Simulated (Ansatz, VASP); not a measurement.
## CdF2 (1T-CdF2 monolayer): VASP beside Ansatz

Aim: how closely do two programs agree when they are given the same cell, functional and k mesh? The structure shown is the start of the Ansatz relaxation below; VASP solves that cell, so the two are compared at the walk's first step.

Calculated with Ansatz 0.2.0; plane waves, with VASP 6.6.1 beside it; single point at PBE with D4.

### Step 1. Starting point

The cell holds 3 atoms: 2 F and 1 Cd. Cell: a = 2.723 Å, b = 2.723 Å, c = 28.468 Å, α = 90.0°, β = 90.0°, γ = 120.0°. Vacuum lies along c. The height across the vacuum is the one that the program set for its solve, not the one typed.

### Step 2. Ansatz: relaxation, PBE with D4

Ansatz runs on its default PAW (the set named soft_2) files.

The two programs are compared at the cell with which this relaxation starts, whose forces are those of its first step.

File input.yaml:

```yaml
crystal:
  lattice:
    - [2.723288, 0.0, 0.0]
    - [-1.361644, 2.3584365898, 0.0]
    - [0.0, 0.0, 20.3338078953]
  atoms:
    - { symbol: F, position: [0.6666666667, 0.3333333333, 0.4426126206] }
    - { symbol: Cd, position: [0.0, 0.0, 0.5] }
    - { symbol: F, position: [0.3333333333, 0.6666666667, 0.5573873794] }
  periodic: [true, true, false]
kpoints:
  mp_grid: { grid: [12, 12, 1] }
hamiltonian:
  xc: pbe
  dispersion: d4
scf:
  occupations: { method: fermi_dirac, width: 0.05 }
  convergence: { dr2_threshold: 1.0e-09 }
relax:
  f_tol: 0.004
  max_steps: 90
  cell: {}
output:
  write_potential: true
  write_density: true
  volumetric_format: npy
```

On the command line:

```sh
$ ansatz run input.yaml --threads 2 --pin off --max-ram 3072MiB --backend cpu --events-out ev --progress --plain --runs-dir out
```

Numbers of over 12 decimals in the logs are rounded to 6 here.

The log of the run:

```text
Warning: crystal.periodic: the lattice vector that does not repeat stood 0.000° off the slab's normal, 20.334 Å along it as the deck builds it. The run solves the slab on a vector along the normal, 28.468 Å long, with every atom where it was (on the deck's vector they left 18.00 Å outside them, and the widest stretch free of ions among them is 1.17 Å). A fractional position that the run reports is one of the run's ce [...]
Warning: relax.cell: scf.convergence.dr2_threshold = 1e-9 eV is looser than the 1.97209074521e-10 eV advised for a relaxation that steers and ends on the stress (1e-10 eV for each atom of the cell: 3, times the square of relax.cell.stress_2d_tol = 0.05 N/m over 12.3 Å (the atoms' height at the walk's start and 5 Å past either face), 4.054e-2 GPa, over a crystal's default 0.05). What an SCF threshold leaves in a stress goes as its square root, and in the free energy as the threshold itself, and one threshold admits the most on a small cell: [figures from the program's tests cut] Set scf.convergence.dr2_threshold to 1.97209074521e-10 eV or tighter. [rest of the remark cut]
crystal.periodic: the lattice vector that does not repeat stood 0.000° off the slab's normal, 20.334 Å along it as the deck builds it. The run solves the slab on a vector along the normal, 28.468 Å long, with every atom where it was (on the deck's vector they left 18.00 Å outside them, and the widest stretch free of ions among them is 1.17 Å). A fractional position that the run reports is one of the run's cell, which [...]
Engine: ansatz 0.2.0, aarch64-unknown-linux-gnu
Pseudopotentials: kind: paw
Pseudopotential: F, paw, valence charge 7, recommended cutoff 420 eV (normal), F.paw.azcp
Pseudopotential: Cd, paw, valence charge 20, recommended cutoff 420 eV (normal), Cd.paw.azcp
Functional definition: PBE
  parameter kappa = 0.804
  parameter beta = 0.066725
  exchange = pbe_x(kappa = kappa, mu = beta*pi^2/3)
  correlation = pbe_c(beta = beta)
Crystal: 3 atoms, lattice volume = 182.839 Å³
Basis set: ecut = 420 eV, 3605 PW (Γ), exchange–correlation on 40×40×384 points (8 copies of the dense FFT grid, shifted against one another)
Bands: 21, of which v1, the nominal top of the filled ones, is band 17 counted from 1 (16 counted from 0)
Symmetry: 12 space group operations
Space group: P-3m1 (ITA 164), of the structure as read, at distance tolerance 5.7e-5 Å
k-points: 19 of 144
[...]
SCF iter   4: F=—  HF=-9872.236925 eV  |F-HF|=—  |Δ(HF+E_count)|=   9.25e-5  Δρ=1.02e-5  dr2=9.60e-8  ethr=4.24e-9  ⟨swp⟩=3.2  Hψ=728  notcnv=0
SCF iter   5: F=—  HF=-9872.236925 eV  |F-HF|=—  |Δ(HF+E_count)|=   1.19e-7  Δρ=2.61e-6  dr2=1.44e-8  ethr=2.82e-10  ⟨swp⟩=3.1  Hψ=858  notcnv=0
SCF iter   6: F=—  HF=-9872.236925 eV  |F-HF|=—  |Δ(HF+E_count)|=   2.25e-9  Δρ=1.04e-6  dr2=2.08e-9  ethr=4.25e-11  ⟨swp⟩=2.6  Hψ=669  notcnv=0
SCF iter   7: F=-9872.236925 eV  HF=-9872.236925 eV  |F-HF|=4.73e-11  |Δ(HF+E_count)|=  1.18e-10  Δρ=1.64e-7  dr2=3.45e-11  ethr=2.94e-12  ⟨swp⟩=8.9  Hψ=2586  notcnv=0
SCF 18 converged in 7 iterations: F = -9872.236925 eV  dr2 = 3.45e-11
relax step  18: F+E_penalty+E_count = -9872.23692536 eV  Δ(F+E_penalty+E_count) = +3.223e-4 eV  max|allowed force component| = 2.000e-4 eV/Å  Δτ_max = 0.0026 Å  P = +0.003 N/m  Ω = 307.432 Å³  energy of the carried Pulay correction = -3.899e-4 eV  fix = [c, alpha, beta]  reactions: c +0.000 N/m  (7 SCF iters, accepted)
iter 1 solved again at ethr=6.14e-7 eV; its pass at ethr=3.10e-3 eV (dr2=2.09e-4 eV) is discarded
SCF iter   1: F=—  HF=-9872.237210 eV  |F-HF|=—  |Δ(HF+E_count)|=         —  Δρ=1.27e-5  dr2=5.43e-8  ethr=6.14e-7  ⟨swp⟩=4.3  Hψ=4082  notcnv=0
eigensolver tolerance schedule: the retry pair's looser diagonalisation over-reported the residual by 3839.28 of it (diagonalisation noise at 3.17 of the residual, at the tolerance the schedule requests for it); recorded, not acted on — ethr = c·dr2/N_el stays at c = 1.0e-1
preconditioner: auto → none  [insulator: Δε(μ)=3.885 eV  Ē_g=14.565 eV  σ=0.050 eV  W_gap=1.00  n_scr=16 (ndim 8)  ℏωp=10.8 eV  f_vac=0.838  D(μ)=0.00/eV (n_scr^D=0)  ε∞_Penn≈1.5]
SCF iter   2: F=—  HF=-9872.237322 eV  |F-HF|=—  |Δ(HF+E_count)|=   1.12e-4  Δρ=5.82e-6  dr2=2.10e-8  ethr=1.60e-10  ⟨swp⟩=4.2  Hψ=1207  notcnv=0
SCF iter   3: F=—  HF=-9872.237344 eV  |F-HF|=—  |Δ(HF+E_count)|=   2.18e-5  Δρ=3.13e-6  dr2=5.72e-9  ethr=6.18e-11  ⟨swp⟩=3.4  Hψ=742  notcnv=0
iter 4 met the thresholds in force, and the SCF goes on: an eigenvalue changes by 4.64 meV, over its tolerance of 1.02 meV (output.eigenvalues, Limitations)
SCF iter   4: F=-9872.237355 eV  HF=-9872.237355 eV  |F-HF|=3.42e-7  |Δ(HF+E_count)|=   1.07e-5  Δρ=3.23e-7  dr2=9.26e-11  ethr=2.94e-12  ⟨swp⟩=15.3  Hψ=3594  notcnv=0
iter 5 met the thresholds in force, and the SCF goes on: an eigenvalue changes by 7.93 meV, over its tolerance of 1.01 meV (output.eigenvalues, Limitations)
SCF iter   5: F=-9872.237355 eV  HF=-9872.237355 eV  |F-HF|=9.82e-8  |Δ(HF+E_count)|=   2.44e-7  Δρ=7.95e-8  dr2=4.45e-12  ethr=1.00e-12  ⟨swp⟩=9.1  Hψ=2467  notcnv=0
Mixer restart at iter 5: flushing history
SCF iter   6: F=-9872.237355 eV  HF=-9872.237355 eV  |F-HF|=3.64e-12  |Δ(HF+E_count)|=   9.81e-8  Δρ=2.00e-8  dr2=1.22e-12  ethr=1.00e-12  ⟨swp⟩=8.5  Hψ=2326  notcnv=0
SCF 19 converged in 6 iterations: F = -9872.237355 eV  dr2 = 1.22e-12
relax step  19: F+E_penalty+E_count = -9872.23735535 eV  Δ(F+E_penalty+E_count) = -4.300e-4 eV  max|allowed force component| = 1.537e-4 eV/Å  Δτ_max = 0.0000 Å  P = +0.006 N/m  Ω = 307.432 Å³  fix = [c, alpha, beta]  reactions: c +0.000 N/m  stress off target by 5.65e-3 N/m on what of the cell is left free  SCF on the basis re-selected at this cell (its energy is not comparable with the rows above)  (6 SCF iters)
basis re-selected at this cell: Δ(F+E_penalty+E_count) = -4.300e-4 eV, ΔP = +0.003 N/m vs the last step (what re-selecting the basis moved, of the pressure what is left beyond the Pulay correction that the steps carried, after the strain that the cell walked since its last selection, with what the two solves' SCF thresholds leave and, on support functions, any second-order correction that the steps lacked; it is no m [...]
WARN: The output density's exchange-correlation potential varies sharply where the density is thin. Do not read a vacuum level from v_tot or v_xc, or from such a field of the output density. On a cell that repeats whose density bears no net charge and no dipole along the vacuum's axis use v_es (v_loc + v_h of the components); under efield.dipole_correction with no amplitude use v_es + v_field, which holds any externa [...]
SCF converged after 6 iterations
an eigenvalue changed by more than its tolerance at an iteration that met the thresholds in force, so the SCF went on 2 times, its first undamped step at iteration 5: the last check found none over its tolerance
Free energy (F): -9872.237355 eV
Harris-Foulkes:  -9872.237355 eV  (|F-HF|=3.64e-12)
Internal energy: -9872.237355 eV  (E = F + TS)
E sigma→0 (E₀):  -9872.237355 eV
Fermi energy:    -6.786805 eV
--- Per-component energies (eV) ---
  E_band       = -995.926959
  E_kinetic    = 916.628547
  E_local      = -64575.313276  (includes V_loc(G=0)·N_el)
  E_nonlocal   = 183.661826
  E_hartree    = 31790.054202
  E_xc         = -334.672228
  E_vxc        = -423.887698  (∫ρ·V_xc dr)
  E_paw        = -4487.279153  (= ΣΔE_a)
  E_vpaw       = -677.128809  (= ΣTr[D̂ρ^β])
  E_aug_tail   = 0.004135  (compensation charges beyond the density's cutoff)
  E_ewald      = 26634.961172
  E_disp       = -0.282578  (pairwise vdW)
  E_smearing   = -0.000000  (= −TS)
  E_closure    = 0.000000  (closes the sum)
  Σ components = -9872.237355   (vs F -9872.237355, Δ=0.00e0)
--- Forces (eV/Å), atoms counted from 1 ---
  atom   1  F      0.00000000    -0.00000000     0.00015365
  atom   2  Cd    -0.00000000    -0.00000000     0.00000000
  atom   3  F     -0.00000000     0.00000000    -0.00015365
  max |Σ_I F_I| component: 2.71e-20 eV/Å
--- 2D stress c σ (N/m, compression-positive) ---
        0.005648       0.000000       0.000000
        0.000000       0.005648      -0.000000
        0.000000      -0.000000       0.000000
  P = ½ c Tr σ = 0.0056 N/m
--- Band table (eV; the first three rows and the last of 19) ---
  k-point 0: bands = [... 13 lower, -9.9941, -9.6524, -8.8109, -8.8109, -4.9262, -1.5261 (-1.5261°), -0.0997, 0.1857]
  k-point 1: bands = [... 13 lower, -9.9653, -9.6228, -8.9071, -8.8278, -4.7300, -1.3878 (-1.3878°), 0.0048, 0.3017]
  k-point 2: bands = [... 13 lower, -10.0068, -9.5514, -9.1425, -8.8604, -4.1941, -1.0010 (-1.0010°), 0.3157, 0.6465]
  k-point 18: bands = [... 13 lower, -10.5695, -10.3206, -9.0859, -9.0859, -0.9354, 2.1722, 2.2985, 2.2985]
  ° read free of the cell's end (the report's vacuum.weakly_bound_levels)
--- Relaxed structure (15 steps of the walk, 15 accepted, 4 SCFs on fresh bases) ---
  F+E_penalty+E_count = -9872.23735535 eV   max|allowed force component| = 1.537e-4 eV/Å   (the final SCF, on the basis selected at the relaxed cell)
  cell:  # Å, volume = 307.4319 Å³
    - [3.531292, 0.0, 0]
    - [-1.765646, 3.058188, 0]
    - [0, 0, 28.467616]
  atoms:
    - { symbol: F, position: [0.666667, 0.333333, 0.321828] }
    - { symbol: Cd, position: [0, 0, 0.357139] }
    - { symbol: F, position: [0.333333, 0.666667, 0.392451] }
```

In the SCF lines HF is the Harris–Foulkes energy and dr2 the Hartree energy of the density residual, in eV; the loop may stop once dr2 is under the threshold and the program's other checks hold. Hψ counts applications of the Hamiltonian.

### Step 3. VASP: single point, PBE with D4, start cell

The same cell, functional, mesh and smearing now go to VASP, with its own data sets.

Lines of VASP's logs that name or quote its potential files are left out, and so is its time.

File INCAR:

```
SYSTEM = CdF2
PREC = Accurate
ENCUT = 520
EDIFF = 1E-06
NELM = 120
ISMEAR = -1
SIGMA = 0.05
LREAL = .FALSE.
ALGO = Normal
GGA = PE
IVDW = 13
NBANDS = 19
LORBIT = 11
LWAVE = .FALSE.
LCHARG = .FALSE.
ISIF = 2
LDIPOL = .TRUE.
IDIPOL = 3
DIPOL = 0.5 0.5 0.357
LVHAR = .TRUE.
LASPH = .TRUE.
GGA_COMPAT = .FALSE.
EFERMI = MIDGAP
NELMDL = -8
```

File POSCAR:

```
CdF2
1.0
    2.7232880000      0.0000000000      0.0000000000
   -1.3616440000      2.3584370000      0.0000000000
    0.0000000000      0.0000000000     28.4676160000
F Cd
2 1
Direct
    0.6666667373      0.3333334747      0.3161487074
    0.3333332627      0.6666665253      0.3981298610
    0.0000000000      0.0000000000      0.3571392842
```

File KPOINTS:

```
Automatic mesh
0
Gamma
12 12 1
0 0 0
```

Potentials, in the order of the species: F and Cd (PBE family, release 64).

On the command line:

```sh
$ mpirun -np 1 vasp_std
```

The log of the run:

```text
[banner, memory and clock lines left out]
running    1 mpi-ranks, on    1 nodes
 distrk:  each k-point on    1 cores,    1 groups
 distr:  one band on    1 cores,    1 groups

 POSCAR found type information on POSCAR F Cd
 POSCAR found :  2 types and       3 ions
 LDA part: xc-table for (Slater+PW92), standard interpolation
 POSCAR, INCAR and KPOINTS ok, starting setup
 FFT: planning ... GRIDC
 FFT: planning ... GRID_SOFT
 FFT: planning ... GRID
 WAVECAR not read
 entering main loop
       N       E                     dE             d eps       ncg     rms          rms(c)
DAV:   1     0.266684920136E+03    0.26668E+03   -0.11628E+04   730   0.109E+03
DAV:   2     0.142010095398E+02   -0.25248E+03   -0.23676E+03   993   0.301E+02
DAV:   3    -0.699951140831E+01   -0.21201E+02   -0.21173E+02   892   0.106E+02
DAV:   4    -0.720661306111E+01   -0.20710E+00   -0.20706E+00   895   0.116E+01
DAV:   5    -0.720813580752E+01   -0.15227E-02   -0.15227E-02   867   0.857E-01
DAV:   6    -0.720815056011E+01   -0.14753E-04   -0.14753E-04   892   0.832E-02
DAV:   7    -0.720815076112E+01   -0.20101E-06   -0.20100E-06   901   0.842E-03
DAV:   8    -0.720815076407E+01   -0.29468E-08   -0.29210E-08   559   0.102E-03    0.313E+01
DAV:   9    -0.538350899210E+01    0.18246E+01   -0.61686E+00  1026   0.369E+01    0.231E+01
DAV:  10    -0.542826145248E+01   -0.44752E-01   -0.16413E+00   794   0.123E+01    0.237E+00
DAV:  11    -0.538633928757E+01    0.41922E-01   -0.18040E-01   921   0.375E+00    0.567E-01
DAV:  12    -0.538544774797E+01    0.89154E-03   -0.16316E-02   904   0.246E+00    0.592E-01
DAV:  13    -0.538578475293E+01   -0.33700E-03   -0.10735E-03   912   0.339E-01    0.391E-01
DAV:  14    -0.538592333831E+01   -0.13859E-03   -0.12598E-04   859   0.103E-01    0.495E-02
DAV:  15    -0.538604759746E+01   -0.12426E-03   -0.74502E-05   871   0.592E-02    0.231E-02
DAV:  16    -0.538614177018E+01   -0.94173E-04   -0.17654E-05   851   0.403E-02    0.868E-03
DAV:  17    -0.538625015505E+01   -0.10838E-03   -0.38832E-05   840   0.375E-02    0.508E-03
DAV:  18    -0.538627596452E+01   -0.25809E-04   -0.59147E-06   766   0.189E-02    0.424E-03
DAV:  19    -0.538628450074E+01   -0.85362E-05   -0.11107E-06   678   0.668E-03    0.181E-03
DAV:  20    -0.538628898534E+01   -0.44846E-05   -0.38978E-07   649   0.324E-03    0.121E-03
DAV:  21    -0.538628939025E+01   -0.40491E-06   -0.73014E-08   743   0.221E-03
   1 F= -.58614153E+01 E0= -.58614153E+01  d E =-.561848E-20
```

Parts of OUTCAR (step 3):

```text
ion  position               nearest neighbor table
   1  0.667  0.333  0.316-   3 1.96   3 1.96   3 1.96
   2  0.333  0.667  0.398-   3 1.96   3 1.96   3 1.96
   3  0.000  0.000  0.357-   2 1.96   1 1.96   1 1.96   2 1.96   1 1.96   2 1.96

  LATTYP: Found a hexagonal cell.
 ALAT       =     2.7232880000
 C/A-ratio  =    10.4533989795

 Subroutine GETGRP returns: Found 12 space group operations
 (whereof  6 operations were pure point group operations)

The static configuration has the point symmetry C_3v.
 The point group associated with its full space group is D_3d.

 Found     19 irreducible k-points:

   k-points           NKPTS =     19   k-points in BZ     NKDIM =     19   number of bands    NBANDS=     19

   dimension x,y,z NGX =    20 NGY =   20 NGZ =  216
   dimension x,y,z NGXF=    40 NGYF=   40 NGZF=  432

   ENCUT  =  520.0 eV  38.22 Ry    6.18 a.u.   5.06  5.06 52.93*2*pi/ulx,y,z

   NELECT =      26.0000    total number of electrons

 k-points in reciprocal lattice and weights: Automatic mesh
   0.00000000  0.00000000  0.00000000       0.007
   0.08333333  0.00000000  0.00000000       0.042
   0.16666667  0.00000000  0.00000000       0.042
   0.25000000  0.00000000  0.00000000       0.042
   0.33333333  0.00000000  0.00000000       0.042
   0.41666667  0.00000000  0.00000000       0.042
   0.50000000  0.00000000  0.00000000       0.021
   0.08333333  0.08333333  0.00000000       0.042
   0.16666667  0.08333333  0.00000000       0.083
[...]
0.33333333  0.25000000  0.00000000       0.083
   0.33333333  0.33333333  0.00000000       0.014

 dipolmoment           0.000000      0.000000     -0.000005 electrons x Angstroem

 average (electrostatic) potential at core
       1 -85.0678       2 -85.0679       3 -45.3126

 E-fermi :  -4.5747

 k-point     1 :       0.0000    0.0000    0.0000
  band No.  band energies     occupation
    ...
      9      -9.9748      2.00000
     10      -9.5041      2.00000
     11      -9.5041      2.00000
     12      -6.8233      2.00000
     13      -6.8233      2.00000
     14      -2.4183      0.00000
     15       0.9288      0.00000
     16       1.4281      0.00000
     17       1.6381      0.00000
     18       1.8838      0.00000
    ...

 k-point     2 :       0.0833    0.0000    0.0000
  band No.  band energies     occupation
    ...
      9     -10.1503      2.00000
     10      -9.4421      2.00000
     11      -9.3737      2.00000
     12      -7.0327      2.00000
     13      -6.8465      2.00000
     14      -2.0848      0.00000
     15       1.1584      0.00000
     16       1.6088      0.00000
     17       1.8183      0.00000
     18       2.0849      0.00000
    ...

 k-point     3 :       0.1667    0.0000    0.0000
  band No.  band energies     occupation
    ...
      9      -9.9722      2.00000
     10      -9.3472      2.00000
     11      -9.2698      2.00000
     12      -7.4515      2.00000
     13      -6.8880      2.00000
     14      -1.2399      0.00000
     15       1.7751      0.00000
     16       2.1443      0.00000
     17       2.3595      0.00000
     18       2.6681      0.00000
    ...

  DFT-D4 for vdW energy calculation

  Edisp (eV):   -0.47513

  Total      25.53195    25.53196    17.91025    -0.00000    -0.00000     0.00000
  in kB     223.73070   223.73078   156.94351    -0.00000    -0.00000     0.00000
  external pressure =      201.47 kB  Pullay stress =        0.00 kB

  energy-cutoff  :      520.00
  volume of cell :      182.84
      direct lattice vectors                 reciprocal lattice vectors
     2.723288000  0.000000000  0.000000000     0.367203175  0.212004815  0.000000000
    -1.361644000  2.358437000  0.000000000     0.000000000  0.424009630  0.000000000
     0.000000000  0.000000000 28.467616000     0.000000000  0.000000000  0.035127634

 POSITION                                       TOTAL-FORCE (eV/Angst)
 -----------------------------------------------------------------------------------
      1.36164      0.78615      9.00000         0.000000     -0.000000     -7.712168
      0.00000      1.57229     11.33381        -0.000000      0.000000      7.712168
      0.00000      0.00000     10.16690         0.000000     -0.000000      0.000000
 -----------------------------------------------------------------------------------
    total drift:                               -0.000001      0.000001     -0.000521

  FREE ENERGIE OF THE ION-ELECTRON SYSTEM (eV)
  ---------------------------------------------------
  free  energy   TOTEN  =        -5.8614153245 eV

  energy  without entropy=       -5.8614153245  energy(sigma->0) =       -5.86141532

 vacuum level on the upper side and lower side of the slab         1.600         1.600

 total charge
# of ion       s       p       d       tot
------------------------------------------
    1        1.756   4.449   0.000   6.205
    2        1.756   4.449   0.000   6.205
    3        0.418   0.543   9.943  10.904
--------------------------------------------------
tot          3.930   9.441   9.943  23.314

[... 3 further parts left out ...]
```

### Step 4. Differences

Known differences besides the potentials themselves: Ansatz cuts the interaction across the vacuum, VASP repeats the sheet with a dipole correction; the data sets hold 34 valence electrons in Ansatz (on its default PAW (the set named soft_2) files) and 26 in VASP; the cutoff is 420 eV in Ansatz and 520 eV in VASP. Total energies have different zeros and are not compared.

Forces (eV/Å; atoms numbered as in POSCAR):

```csv
atom,"Ansatz x, y, z","VASP x, y, z"
F1,"0.000, 0.000, -7.120","0.000, 0.000, -7.712"
F2,"0.000, 0.000, 7.120","0.000, 0.000, 7.712"
Cd3,"0.000, 0.000, 0.000","0.000, 0.000, 0.000"
```

The forces differ by 279 meV/Å r.m.s., which is 7.7 % of the r.m.s. force of 3.636 eV/Å (both taken over all components). With vacuum in the cell, a pressure given here is an average over mostly empty space and none of the material.

### Step 5. Other set-ups

Further runs change the set-up of one program: Ansatz's method, potentials or start, or VASP's data sets, cutoff or form of LDA. The table gives that difference for each run.

| run | r.m.s. force difference (meV/Å) |
| --- | --- |
| as above | 279 |
| VASP with the data sets F and Cd_sv_GW | 17 |

### Step 6. What came out

```yaml
r_m_s_force_difference_single_point_pbe_with_d4_start_cell: 7.7 % of the r.m.s. force
```

The r.m.s. force difference is 7.7 % of the r.m.s. force (single point, PBE with D4, start cell), beyond the 3 % picked in this series as the mark of a large difference. The data sets hold unlike numbers of valence electrons (34 in Ansatz and 26 in VASP), so part of the differences comes from the potentials. Single point, PBE with D4, start cell, VASP with the data sets F and Cd_sv_GW: r.m.s. force difference goes from 279 to 17 meV/Å. 1 further run of this series is not shown here. Such differences can come from data sets, numerical settings and the points named under the comparisons, not from the functional's error against experiment.

[Lines on the potential files, build, host, timing and source positions are cut from VASP's logs without a mark.]

[Logs are printed without paths, hosts, clocks, repeated set-up lines and the standing remarks that a program may print on its own settings, such as how far it seeks lower states.]

[Hosts, paths, dates, database ids (printed as entryN), source tags and the programs' standing remarks are cut or masked in the printed files.]
